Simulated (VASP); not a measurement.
# HfGe (P4/mmm) in VASP: reference runs

Reference runs on HfGe: the cell as given.

All numbers are computed with VASP 6.6.1; they aren't measurements. Logs are shortened: lines on timing, memory, paths and dates and some standing lists are left out, and cuts for length are marked.

### 1 Starting point

The structure is tetragonal, space group P4/mmm (No. 123). The conventional cell has a = 3.220 Å, b = 3.220 Å, c = 4.108 Å, α = 90.00°, β = 90.00°, γ = 90.00°. Around Hf (site symmetry 4/mmm) lie 4 Ge at 2.28 Å. Around Ge (site symmetry 4/mmm) lie 4 Hf at 2.28 Å.

The cell was built by a generator and needn't be a form met in nature.

### 2 Single point, PBE

The input, INCAR:

```
SYSTEM = HfGe
PREC = Accurate
ENCUT = 520
EDIFF = 1E-7
ISMEAR = -1
SIGMA = 0.05
LREAL = .False.
LASPH = .True.
NELM = 80
ALGO = Normal
ISIF = 2
LWAVE = .False.
LCHARG = .False.
GGA = PE
NBANDS = 19
```

The input, KPOINTS:

```
Automatic mesh
0
Gamma
  8 8 7
  0 0 0
```

The input, POSCAR:

```
HfGe
1.0
    3.2196660000      0.0000000000      0.0000000000
    0.0000000000      3.2196660000      0.0000000000
    0.0000000000      0.0000000000      4.1084277000
Hf Ge
1 1
Direct
    0.5000000000      0.5000000000      0.0000000000
    0.0000000000      0.0000000000      0.0000000000
```

Potentials or basis: VASP PAW PBE potentials, release 64 (Hf_pv, Ge_d).

Command:

```console
> cat potpaw_PBE.64/Hf_pv/POTCAR potpaw_PBE.64/Ge_d/POTCAR > POTCAR
> mpirun -np 1 vasp_std > vasp.out
```

OUTCAR:

```text
SYSTEM = HfGe
   PREC = Accurate
   ENCUT = 520
   EDIFF = 1E-7
   ISMEAR = -1
   LREAL = .False.
   LASPH = .True.
   NELM = 80
   ISIF = 2
   GGA = PE

 ion  position               nearest neighbor table
   1  0.500  0.500  0.000-   2 2.28   2 2.28   2 2.28   2 2.28
   2  0.000  0.000  0.000-   1 2.28   1 2.28   1 2.28   1 2.28

  LATTYP: Found a simple tetragonal cell.
 ALAT       =     3.2196660000
 C/A-ratio  =     1.2760415832

  Lattice vectors:

 A1 = (   3.2196660000,   0.0000000000,   0.0000000000)
 A2 = (   0.0000000000,   3.2196660000,   0.0000000000)
 A3 = (   0.0000000000,   0.0000000000,   4.1084277000)

Analysis of symmetry for initial positions (statically):
=====================================================================
 Subroutine PRICEL returns:
 Original cell was already a primitive cell.

 Routine SETGRP: Setting up the symmetry group for a
 simple tetragonal supercell.

 Subroutine GETGRP returns: Found 16 space group operations
 (whereof 16 operations were pure point group operations)
 out of a pool of 16 trial point group operations.

The static configuration has the point symmetry D_4h.

Analysis of symmetry for dynamics (positions and initial velocities):
=====================================================================
 Subroutine PRICEL returns:
 Original cell was already a primitive cell.

 Routine SETGRP: Setting up the symmetry group for a
 simple tetragonal supercell.

 Subroutine GETGRP returns: Found 16 space group operations
 (whereof 16 operations were pure point group operations)
 out of a pool of 16 trial point group operations.

The dynamic configuration has the point symmetry D_4h.

 Subroutine INISYM returns: Found 16 space group operations
 (whereof 16 operations are pure point group operations),
 and found     1 'primitive' translations

----------------------------------------------------------------------------------------

                                     Primitive cell

  volume of cell :      42.5890

  direct lattice vectors                    reciprocal lattice vectors
     3.219666000  0.000000000  0.000000000     0.310591223  0.000000000  0.000000000
     0.000000000  3.219666000  0.000000000     0.000000000  0.310591223  0.000000000
     0.000000000  0.000000000  4.108427700     0.000000000  0.000000000  0.243402117

  length of vectors
     3.219666000  3.219666000  4.108427700     0.310591223  0.310591223  0.243402117

  position of ions in fractional coordinates (direct lattice)
     0.500000000  0.500000000  0.000000000
     0.000000000  0.000000000  0.000000000

  ion indices of the primitive-cell ions
   primitive index   ion index
                 1           1
                 2           2

----------------------------------------------------------------------------------------

 KPOINTS: Automatic mesh

Automatic generation of k-mesh.
 Grid dimensions read from file:
 generate k-points for:    8    8    7

 Generating k-lattice:

  Cartesian coordinates                     Fractional coordinates (reciprocal lattice)
     0.038823903  0.000000000  0.000000000     0.125000000  0.000000000  0.000000000
     0.000000000  0.038823903  0.000000000     0.000000000  0.125000000  0.000000000
     0.000000000  0.000000000  0.034771731     0.000000000  0.000000000  0.142857143

  Length of vectors
     0.038823903  0.038823903  0.034771731

  Shift w.r.t. Gamma in fractional coordinates (k-lattice)
     0.000000000  0.000000000  0.000000000

 Subroutine IBZKPT returns following result:
 ===========================================

 Found     60 irreducible k-points:

 Following reciprocal coordinates:
            Coordinates               Weight
  0.000000  0.000000  0.000000      1.000000
  0.125000  0.000000  0.000000      4.000000
  0.250000  0.000000  0.000000      4.000000
  0.375000  0.000000  0.000000      4.000000
  0.500000  0.000000  0.000000      2.000000
  0.125000  0.125000  0.000000      4.000000
[... 16 lines left out ...]
  0.375000  0.125000  0.142857     16.000000
  0.500000  0.125000  0.142857      8.000000
 [... further k-points ...]
   k-points           NKPTS =     60   k-points in BZ     NKDIM =     60   number of bands    NBANDS=     19
   number of dos      NEDOS =    301   number of ions     NIONS =      2
   total plane-waves  NPLWV =  18432
   dimension x,y,z NGX =    24 NGY =   24 NGZ =   32
   dimension x,y,z NGXF=    48 NGYF=   48 NGZF=   64
   ions per type =               1   1
   NGX,Y,Z   is equivalent  to a cutoff of  12.39, 12.39, 12.95 a.u.
   NGXF,Y,Z  is equivalent  to a cutoff of  24.78, 24.78, 25.90 a.u.
 SYSTEM =  HfGe
   PREC   = accura    normal or accurate (medium, high low for compatibility)
   ISTART =      0    job   : 0-new  1-cont  2-samecut
   ICHARG =      2    charge: 1-file 2-atom 10-const
   ISPIN  =      1    spin polarized calculation?
   LNONCOLLINEAR =      F non collinear calculations
   LSORBIT =      F    spin-orbit coupling
   LASPH  =      T    aspherical Exc in radial PAW
   ENCUT  =  520.0 eV  38.22 Ry    6.18 a.u.   5.99  5.99  7.64*2*pi/ulx,y,z
   NELM   =     80;   NELMIN=  2; NELMDL= -5     # of ELM steps
   EDIFF  = 0.1E-06   stopping-criterion for ELM
   LREAL  =      F    real-space projection
   EDIFFG = 0.1E-05   stopping-criterion for IOM
   NSW    =      0    number of steps for IOM
   IBRION =     -1    ionic relax: 0-MD 1-quasi-New 2-CG
   NFREE  =      0    steps in history (QN), initial steepest desc. (CG)
   ISIF   =      2    stress and relaxation
   ISYM   =      2    0-nonsym 1-usesym 2-fastsym
   POTIM  = 0.5000    time-step for ionic-motion
   TEBEG  =    0.0;   TEEND  =   0.0 temperature during run
   PSTRESS=    0.0 pullay stress
   NELECT =      24.0000    total number of electrons
   NUPDOWN=      -1.0000    fix difference up-down
   EMIN   =  10.00;   EMAX   =-10.00  energy-range for DOS
   EFERMI =   0.00;   METHOD = LEGACY
   ISMEAR =    -1;   SIGMA  =   0.05  broadening in eV -4-tet -1-fermi 0-gaus
   EFERMI_NEDOS =   21; number of points for ismear=-14 and -15
   IALGO  =     38    algorithm
   IMIX   =      4    mixing-type and parameters
     AMIX     =   0.40;   BMIX     =  1.00
     AMIX_MAG =   1.60;   BMIX_MAG =  1.00
  volume/ion in A,a.u.               =      21.29       143.70
  Fermi-wavevector in a.u.,A,eV,Ry     =   1.352216  2.555318 24.878100  1.828489
  Thomas-Fermi vector in A             =   2.479573
   LORBIT       =      0    0 simple, 1 ext, 2 COOP (PROOUT), +10 PAW based schemes
   GGA     = PE    functional components
   LHFCALC =     F    Hartree Fock is set to
   AEXX    =    0.0000 exact exchange contribution
   IVDW    =     0    specifies the selected vdW correction
   LEPSILON=     F    determine dielectric tensor
   LRPA    =     F    only Hartree local field effects (RPA)
 non-spin polarized calculation
  energy-cutoff  :      520.00
  volume of cell :       42.59
 maximum number of plane-waves:      1176
 NGX is ok and might be reduce to    24
   NGX = 11   NGY = 11   NGZ = 15

 number of electron      23.9999991 magnetization

 Free energy of the ion-electron system (eV)
  ---------------------------------------------------
  ext. energy  EPLUGINS =         0.00000000
  ---------------------------------------------------
  free energy    TOTEN  =       -10.40364482 eV

  energy without entropy =      -10.38945456  energy(sigma->0) =      -10.39654969

 E-fermi :   4.5564     XC(G=0): -10.4720

 val. band max:        4.5418664752   @ k =   0.5000   0.3750   0.4286
 cond. band min:       4.5590099645   @ k =   0.0000   0.0000   0.0000
 fundamental gap:      0.0171434894
 Fermi energy:         4.5563781622

 k-point     1 :       0.0000    0.0000    0.0000
  band No.  band energies     occupation
      1     -25.6400      2.00000
      2     -25.1888      2.00000
      3     -25.1888      2.00000
      4     -19.1400      2.00000
      5     -19.0377      2.00000
      6     -18.9715      2.00000
[... 11 lines left out ...]
     18      13.8902      0.00000
     19      15.8655      0.00000

 k-point     2 :       0.1250    0.0000    0.0000
  band No.  band energies     occupation
      1     -25.6352      2.00000
      2     -25.2862      2.00000
      3     -25.2080      2.00000
      4     -19.0862      2.00000
      5     -19.0211      2.00000
      6     -18.9501      2.00000
[... 11 lines left out ...]
     18      13.5967      0.00000
     19      16.6967      0.00000

 k-point     3 :       0.2500    0.0000    0.0000
  band No.  band energies     occupation
      1     -25.6236      2.00000
      2     -25.5123      2.00000
      3     -25.2533      2.00000
      4     -18.9845      2.00000
      5     -18.9559      2.00000
      6     -18.9206      2.00000
[... 11 lines left out ...]
     18      14.2023      0.00000
     19      16.4950      0.00000

 k-point     4 :       0.3750    0.0000    0.0000
  band No.  band energies     occupation
      1     -25.7269      2.00000
      2     -25.6120      2.00000
      3     -25.2974      2.00000
      4     -18.9500      2.00000
      5     -18.9186      2.00000
      6     -18.9125      2.00000
[... 11 lines left out ...]
     18      14.8073      0.00000
     19      15.7300      0.00000

 k-point     5 :       0.5000    0.0000    0.0000
  band No.  band energies     occupation
      1     -25.8128      2.00000
      2     -25.6072      2.00000
      3     -25.3153      2.00000
      4     -18.9360      2.00000
      5     -18.9178      2.00000
      6     -18.9105      2.00000
[... 11 lines left out ...]
     18      13.5041      0.00000
     19      14.3975      0.00000
[... 334 lines left out ...]
      2     -25.3356      2.00000
      3     -25.2575      2.00000
      4     -19.0703      2.00000
      5     -19.0057      2.00000
      6     -18.9267      2.00000
[... 11 lines left out ...]
     18      14.0451      0.00000
     19      16.3549      0.00000

 k-point    22 :       0.2500    0.1250    0.1429
  band No.  band energies     occupation
      1     -25.6220      2.00000
      2     -25.5188      2.00000
      3     -25.3082      2.00000
      4     -19.0091      2.00000
      5     -18.9698      2.00000
      6     -18.9278      2.00000
[... 11 lines left out ...]
     18      13.4335      0.00000
     19      14.9851      0.00000

 k-point    23 :       0.3750    0.1250    0.1429
  band No.  band energies     occupation
      1     -25.7076      2.00000
      2     -25.6090      2.00000
      3     -25.3451      2.00000
      4     -18.9480      2.00000
      5     -18.9251      2.00000
      6     -18.9138      2.00000
[... 11 lines left out ...]
     18      13.5279      0.00000
     19      14.7680      0.00000

 k-point    24 :       0.5000    0.1250    0.1429
  band No.  band energies     occupation
      1     -25.7843      2.00000
      2     -25.6036      2.00000
      3     -25.3595      2.00000
      4     -18.9321      2.00000
      5     -18.9221      2.00000
      6     -18.9158      2.00000
[... 11 lines left out ...]
     18      12.4094      0.00000
     19      14.5773      0.00000

 [... further k-points ...]
[... 5 lines left out ...]
  --------------------------------------------------------------------------------------
  -------------------------------------------------------------------------------------
  Total       24.6500746     24.6500746     -0.4508132      0.0000000      0.0000000      0.0000000
  in kB      927.3240632    927.3240632    -16.9593794      0.0000000      0.0000000      0.0000000
  external PRESSURE =     612.5629157 kB  Pullay stress =       0.0000000 kB

 VOLUME and BASIS-vectors are now :
 -----------------------------------------------------------------------------
  energy-cutoff  :      520.00
  volume of cell :       42.59
      direct lattice vectors                 reciprocal lattice vectors
     3.219666000  0.000000000  0.000000000     0.310591223  0.000000000  0.000000000
     0.000000000  3.219666000  0.000000000     0.000000000  0.310591223  0.000000000
     0.000000000  0.000000000  4.108427700     0.000000000  0.000000000  0.243402117

 POSITION                                       TOTAL-FORCE (eV/Angst)
 -----------------------------------------------------------------------------------
      1.60983      1.60983      0.00000         0.000000      0.000000      0.000000
      0.00000      0.00000      0.00000         0.000000      0.000000      0.000000
 -----------------------------------------------------------------------------------
    total drift:                                0.000000     -0.000000     -0.000000

  FREE ENERGIE OF THE ION-ELECTRON SYSTEM (eV)
  ---------------------------------------------------
  free  energy   TOTEN  =       -10.4036448165 eV

  energy  without entropy=      -10.3894545645  energy(sigma->0) =      -10.39654969
```

It took 32 s on 1 thread of Intel Xeon Platinum 8559C (Emerald Rapids), shared host; peak memory 0.17 GiB.

Results:

```yaml
Free_energy: -10.4036 eV
Pressure: 61.3 GPa
Band_gap_on_the_k_mesh: none (metal or under the smearing width)
```

Stress tensor (GPa, compression positive):
```
92.73  0.00  0.00
 0.00 92.73  0.00
 0.00  0.00 -1.70
```

Caveat: a pressure of tens of GPa on the cell as given is suspect, and the run, the potentials or the cell itself is likely at fault. The run has no spin-orbit coupling, so splittings on Hf are missing.
